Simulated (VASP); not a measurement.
AgOsW3: single point with PBE

AgOsW3:

```
CELL_PARAMETERS angstrom
4.74349 0.00000 0.00000
0.00000 4.74349 0.00000
0.00000 0.00000 4.74349
ATOMIC_POSITIONS crystal
Ag 0.00000 0.00000 0.00000
Os 0.50000 0.50000 0.50000
W 0.00000 0.50000 0.50000
W 0.50000 0.00000 0.50000
W 0.50000 0.50000 0.00000
```

The cell was built by a generator and needn't be a form met in nature.

The cell isn't the ideal one: species swapped into the EuBPd3 type (Pm-3m, No. 221).

```
Program                : VASP 6.6.1
Task                   : single point
Functional             : PBE
Potentials or basis    : VASP PAW PBE potentials, release 64 (Ag, Os, W_sv)
Cutoff                 : 520 eV
k mesh                 : 8 × 8 × 8
Occupations            : gaussian, width 0.1 eV
Spin                   : no spin polarisation
Dipole correction      : no
Further INCAR settings : ALGO = Fast; EDIFF = 1e-07; NBANDS = 38
```

* Pressure: 1.3 GPa
* Band gap on the k mesh: none (metal or under the smearing width)

Levels at points of the mesh, in eV from the Fermi level:
```tsv
k point	band 29	band 30	band 31	band 32	band 33	band 34
(0.00, 0.00, 0.00)	0.57	0.71	0.71	0.71	2.00	2.00
(0.50, 0.00, 0.00)	-0.62	-0.26	-0.26	0.28	0.33	0.46
(0.50, 0.50, 0.00)	-1.48	-1.45	-0.37	-0.37	0.09	0.39
(0.50, 0.50, 0.50)	-1.15	-1.15	-0.02	-0.02	-0.02	1.01
```

Run time: 85 s on 1 thread of Intel(R) Xeon(R) 6975P-C (Granite Rapids), with other jobs on the host, peak memory 0.29 GiB.

Spin-orbit coupling is left out, which matters for the levels of Os, W.
